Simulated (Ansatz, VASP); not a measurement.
# Ta3BiC (Ta3BiC antiperovskite): VASP beside Ansatz, part 2 of 3

Aim: how closely do two programs agree when they are given the same cell, functional and k mesh? The cell is generated by rule, not measured, and may not be a known phase. The cell is taken from a series of runs on this material, whose earlier steps may have relaxed, scaled, displaced or heated it; both programs get it as it stands.

VASP 6.6.1 and Ansatz 0.2.0.

So far: The starting structure; Ansatz: zone-centre phonons, PBE.

**3. VASP: zone-centre phonons, PBE**

Level of this step: PBE; plane waves and PAW (Bi_d, Ta_pv, C); invented cell (VASP).

The same cell, functional, mesh and smearing now go to VASP, with its own data sets.

Lines of VASP's logs that name or quote its potential files are left out, and so is its time.

Input file INCAR:

```
SYSTEM = Ta3BiC
PREC = Accurate
ENCUT = 600
EDIFF = 1E-08
NELM = 120
ISMEAR = 1
SIGMA = 0.2
LREAL = .FALSE.
ALGO = Normal
GGA = PE
NBANDS = 32
LASPH = .TRUE.
LORBIT = 11
LWAVE = .FALSE.
LCHARG = .FALSE.
ISIF = 2
IBRION = 8
GGA_COMPAT = .FALSE.
KPAR = 2
```

Input file POSCAR:

```
Ta3BiC
1.0
    4.3958763073      0.0000000000      0.0000000000
    0.0000000000      4.3958763073      0.0000000000
    0.0000000000      0.0000000000      4.3958763073
Bi Ta C
1 3 1
Direct
    0.0000000000      0.0000000000      0.0000000000
    0.5000000000      0.5000000000      0.0000000000
    0.5000000000      0.0000000000      0.5000000000
    0.0000000000      0.5000000000      0.5000000000
    0.5000000000      0.5000000000      0.5000000000
```

Input file KPOINTS:

```
Automatic mesh
0
Gamma
4 4 4
0 0 0
```

PAW data sets: Bi_d, Ta_pv and C (PBE family, release 64).

On the command line:

```
mpirun -np 2 vasp_std
```

The log of the run:

```text
[banner, memory and clock lines left out]
running    2 mpi-ranks, on    1 nodes
 distrk:  each k-point on    1 cores,    2 groups
 distr:  one band on    1 cores,    1 groups

 POSCAR found type information on POSCAR BiTaC
 POSCAR found :  3 types and       5 ions
 LDA part: xc-table for (Slater+PW92), standard interpolation
 POSCAR, INCAR and KPOINTS ok, starting setup
 FFT: planning ... GRIDC
 FFT: planning ... GRID_SOFT
 FFT: planning ... GRID
 WAVECAR not read
 entering main loop
       N       E                     dE             d eps       ncg     rms          rms(c)
DAV:   1     0.576523448449E+03    0.57652E+03   -0.30540E+04   640   0.202E+03
DAV:   2    -0.685513586219E+01   -0.58338E+03   -0.57280E+03   664   0.555E+02
DAV:   3    -0.508250826700E+02   -0.43970E+02   -0.42883E+02   800   0.142E+02
DAV:   4    -0.530217386981E+02   -0.21967E+01   -0.21464E+01   816   0.287E+01
DAV:   5    -0.531053196269E+02   -0.83581E-01   -0.83509E-01   912   0.559E+00    0.280E+01
DAV:   6    -0.473643928990E+02    0.57409E+01   -0.31455E+01   784   0.228E+01    0.116E+01
DAV:   7    -0.472910849519E+02    0.73308E-01   -0.24438E+00   752   0.633E+00    0.639E+00
DAV:   8    -0.472535256458E+02    0.37559E-01   -0.65737E-01   752   0.383E+00    0.966E-01
DAV:   9    -0.472283112193E+02    0.25214E-01   -0.16114E-01   768   0.148E+00    0.259E-01
DAV:  10    -0.472288812609E+02   -0.57004E-03   -0.14105E-02   776   0.613E-01    0.135E-01
DAV:  11    -0.472288929954E+02   -0.11734E-04   -0.77028E-04   776   0.172E-01    0.338E-02
DAV:  12    -0.472288946619E+02   -0.16666E-05   -0.96969E-05   808   0.453E-02    0.175E-02
DAV:  13    -0.472288945319E+02    0.13009E-06   -0.35784E-06   856   0.131E-02    0.776E-03
DAV:  14    -0.472288945491E+02   -0.17270E-07   -0.53372E-07   824   0.535E-03    0.374E-03
DAV:  15    -0.472288943038E+02    0.24537E-06   -0.61627E-07   680   0.257E-03    0.105E-03
DAV:  16    -0.472288943065E+02   -0.27494E-08   -0.32436E-08   672   0.828E-04
   1 F= -.47228894E+02 E0= -.47233920E+02  d E =0.150782E-01
 Linear response reoptimize wavefunctions to high precision
DAV:   1    -0.472288942784E+02    0.28105E-07   -0.19955E-08   712   0.594E-04
DAV:   2    -0.472288942784E+02   -0.22737E-10   -0.13813E-09   456   0.193E-04
DAV:   3    -0.472288942786E+02   -0.16007E-09   -0.15518E-10   408   0.855E-05
 Linear response DOF=           4
 Linear response progress:
  Degree of freedom:   1/  4
       N       E                     dE             d eps       ncg     rms          rms(c)
RMM:   1    -0.331587296010E+00   -0.33159E+00    0.49631E-01  1503   0.719E+00
RMM:   2    -0.337847447513E+00   -0.62602E-02   -0.19735E-02  1812   0.654E-01    0.367E-02
RMM:   3    -0.337862578801E+00   -0.15131E-04   -0.20441E-03  1907   0.190E-01    0.220E-02
RMM:   4    -0.337715815395E+00    0.14676E-03   -0.22698E-04  2019   0.664E-02    0.594E-03
RMM:   5    -0.337708620577E+00    0.71948E-05   -0.30137E-05  2007   0.246E-02    0.295E-03
RMM:   6    -0.337700199365E+00    0.84212E-05   -0.49861E-06  2132   0.899E-03    0.146E-03
RMM:   7    -0.337693520540E+00    0.66788E-05   -0.10916E-06  2151   0.357E-03    0.754E-04
RMM:   8    -0.337687491158E+00    0.60294E-05    0.10651E-07  2157   0.174E-03    0.134E-04
RMM:   9    -0.337686598318E+00    0.89284E-06    0.42645E-07  2241   0.785E-04    0.562E-05
RMM:  10    -0.337685786554E+00    0.81176E-06    0.60185E-08  2254   0.415E-04    0.129E-05
RMM:  11    -0.337685687428E+00    0.99126E-07    0.30296E-07  2267   0.250E-04    0.631E-06
RMM:  12    -0.337685640008E+00    0.47420E-07    0.28425E-07  2327   0.166E-04    0.292E-06
RMM:  13    -0.337685602445E+00    0.37563E-07    0.15165E-07  2382   0.125E-04    0.227E-06
RMM:  14    -0.337685611107E+00   -0.86618E-08    0.16720E-07  2234   0.102E-04    0.124E-06
RMM:  15    -0.337685613554E+00   -0.24468E-08    0.12087E-07  2205   0.874E-05    0.120E-06
RMM:  16    -0.337685618556E+00   -0.50028E-08    0.10291E-07  2178   0.791E-05    0.286E-07
RMM:  17    -0.337685623806E+00   -0.52498E-08    0.85812E-08  1866   0.717E-05    0.862E-07
 first order change of Fermi-energy  -0.17194E-03
 force on displaced ion       1 direction 1 :  -7.431   0.000  -0.000
 Linear response progress:
  Degree of freedom:   2/  4
       N       E                     dE             d eps       ncg     rms          rms(c)
RMM:   1    -0.161520572806E+00   -0.16152E+00    0.13033E+01  2276   0.166E+01
RMM:   2    -0.191823781446E+00   -0.30303E-01   -0.43503E-02  2934   0.114E+00    0.107E-01
RMM:   3    -0.192313367400E+00   -0.48959E-03   -0.66793E-03  3124   0.306E-01    0.643E-02
RMM:   4    -0.192131045805E+00    0.18232E-03   -0.67305E-04  3272   0.117E-01    0.260E-02
RMM:   5    -0.192049138356E+00    0.81907E-04   -0.35104E-05  3263   0.355E-02    0.141E-02
RMM:   6    -0.192009505408E+00    0.39633E-04   -0.41840E-05  3189   0.174E-02    0.604E-03
RMM:   7    -0.191972435794E+00    0.37070E-04   -0.57286E-06  3320   0.876E-03    0.151E-03
RMM:   8    -0.191963364777E+00    0.90710E-05   -0.14949E-05  3287   0.366E-03    0.451E-04
RMM:   9    -0.191962050081E+00    0.13147E-05   -0.32511E-06  3490   0.174E-03    0.256E-04
RMM:  10    -0.191962227610E+00   -0.17753E-06    0.15354E-06  3462   0.961E-04    0.152E-04
RMM:  11    -0.191963088621E+00   -0.86101E-06    0.98347E-07  3347   0.710E-04    0.452E-05
RMM:  12    -0.191963117248E+00   -0.28627E-07    0.79837E-07  3510   0.437E-04    0.283E-05
RMM:  13    -0.191963328182E+00   -0.21093E-06    0.14723E-06  3617   0.311E-04    0.173E-05
RMM:  14    -0.191963529801E+00   -0.20162E-06    0.11363E-06  3500   0.253E-04    0.961E-06
[...]
RMM:  19    -0.191963797755E+00    0.12643E-07    0.51791E-07  3178   0.127E-04    0.597E-06
RMM:  20    -0.191963819521E+00   -0.21766E-07    0.43354E-07  3166   0.117E-04    0.659E-06
RMM:  21    -0.191963815495E+00    0.40266E-08    0.35912E-07  2925   0.108E-04    0.879E-06
RMM:  22    -0.191963834953E+00   -0.19459E-07    0.28109E-07  3423   0.102E-04    0.874E-06
RMM:  23    -0.191963829808E+00    0.51453E-08    0.24187E-07  2619   0.956E-05    0.104E-05
RMM:  24    -0.191963833189E+00   -0.33811E-08    0.18739E-07  2213   0.909E-05    0.112E-05
RMM:  25    -0.191963843629E+00   -0.10440E-07    0.15388E-07  3214   0.879E-05    0.110E-05
RMM:  26    -0.191963841801E+00    0.18278E-08    0.12482E-07  2363   0.842E-05    0.118E-05
 first order change of Fermi-energy  -0.36131E-04
 force on displaced ion       2 direction 1 :  -5.843   0.000   0.000
 Linear response progress:
  Degree of freedom:   3/  4
       N       E                     dE             d eps       ncg     rms          rms(c)
RMM:   1    -0.155114661590E+00   -0.15511E+00    0.13601E+01  1543   0.177E+01
RMM:   2    -0.185800110451E+00   -0.30685E-01   -0.41172E-02  1907   0.111E+00    0.139E-01
RMM:   3    -0.185673216035E+00    0.12689E-03   -0.76865E-03  2034   0.346E-01    0.762E-02
RMM:   4    -0.185224197524E+00    0.44902E-03   -0.11968E-03  2086   0.152E-01    0.235E-02
RMM:   5    -0.185151948567E+00    0.72249E-04   -0.21493E-04  2081   0.485E-02    0.134E-02
RMM:   6    -0.185104191807E+00    0.47757E-04   -0.62617E-05  2181   0.227E-02    0.740E-03
RMM:   7    -0.185052167355E+00    0.52024E-04   -0.47334E-05  2173   0.111E-02    0.224E-03
RMM:   8    -0.185034104402E+00    0.18063E-04   -0.15698E-05  2144   0.546E-03    0.573E-04
RMM:   9    -0.185034048068E+00    0.56334E-07   -0.13881E-05  2254   0.306E-03    0.234E-04
RMM:  10    -0.185035473297E+00   -0.14252E-05   -0.48854E-06  2223   0.199E-03    0.137E-04
RMM:  11    -0.185038604822E+00   -0.31315E-05   -0.55879E-06  2202   0.141E-03    0.432E-05
RMM:  12    -0.185039517534E+00   -0.91271E-06   -0.24135E-06  2301   0.105E-03    0.415E-05
RMM:  13    -0.185040627382E+00   -0.11098E-05   -0.25766E-06  2198   0.805E-04    0.308E-05
RMM:  14    -0.185042119816E+00   -0.14924E-05   -0.11536E-06  2249   0.707E-04    0.353E-05
[...]
RMM:  18    -0.185041636268E+00    0.18550E-06   -0.19250E-07  2168   0.323E-04    0.900E-05
RMM:  19    -0.185042719830E+00   -0.10836E-05   -0.23757E-07  2815   0.365E-04    0.348E-05
RMM:  20    -0.185043213672E+00   -0.49384E-06   -0.12749E-07  2577   0.275E-04    0.146E-05
RMM:  21    -0.185043199879E+00    0.13793E-07   -0.15951E-07  2246   0.216E-04    0.237E-05
RMM:  22    -0.185043185789E+00    0.14090E-07   -0.47205E-08  2258   0.192E-04    0.302E-05
RMM:  23    -0.185043190290E+00   -0.45007E-08   -0.11313E-07  1963   0.174E-04    0.359E-05
RMM:  24    -0.185043319232E+00   -0.12894E-06   -0.72255E-09  2498   0.169E-04    0.319E-05
RMM:  25    -0.185043342778E+00   -0.23546E-07   -0.11659E-07  2227   0.151E-04    0.346E-05
 first order change of Fermi-energy  -0.46489E-04
 force on displaced ion       2 direction 3 :   0.000  -0.000 -18.677
 Linear response progress:
  Degree of freedom:   4/  4
       N       E                     dE             d eps       ncg     rms          rms(c)
RMM:   1    -0.132147258167E+00   -0.13215E+00    0.72252E-02  2000   0.147E+00
RMM:   2    -0.125167588484E+00    0.69797E-02   -0.15711E-02  2078   0.337E-01    0.143E-01
RMM:   3    -0.125501967433E+00   -0.33438E-03   -0.20926E-03  1701   0.174E-01    0.706E-02
RMM:   4    -0.126283498702E+00   -0.78153E-03   -0.81142E-04  1954   0.102E-01    0.219E-02
RMM:   5    -0.126357798951E+00   -0.74300E-04   -0.65053E-05  1983   0.355E-02    0.133E-02
RMM:   6    -0.126407100842E+00   -0.49302E-04   -0.14742E-05  2020   0.183E-02    0.507E-03
RMM:   7    -0.126437686456E+00   -0.30586E-04   -0.20342E-06  2047   0.768E-03    0.228E-03
RMM:   8    -0.126425615284E+00    0.12071E-04   -0.13371E-06  2049   0.366E-03    0.480E-04
RMM:   9    -0.126431648712E+00   -0.60334E-05   -0.15072E-06  2047   0.152E-03    0.174E-04
RMM:  10    -0.126430516429E+00    0.11323E-05    0.86153E-07  2254   0.550E-04    0.733E-05
RMM:  11    -0.126431051126E+00   -0.53470E-06   -0.65953E-07  2192   0.216E-04    0.202E-05
RMM:  12    -0.126431035096E+00    0.16031E-07   -0.24696E-08  2298   0.106E-04    0.673E-06
RMM:  13    -0.126431037763E+00   -0.26669E-08   -0.65076E-08  2242   0.568E-05    0.410E-06
 first order change of Fermi-energy  -0.57560E-04
 force on displaced ion       5 direction 1 : -14.549   0.000  -0.000
 Linear response finished
```

(Part 2 of 3 ends here.)

[Lines on the potential files, build, host, timing and source positions are cut from VASP's logs without a mark.]

[Logs are printed without paths, hosts, clocks, repeated set-up lines and the standing remarks that a program may print on its own settings, such as how far it seeks lower states.]

[Hosts, paths, dates, database ids (printed as entryN), source tags and the programs' standing remarks are cut or masked in the printed files.]
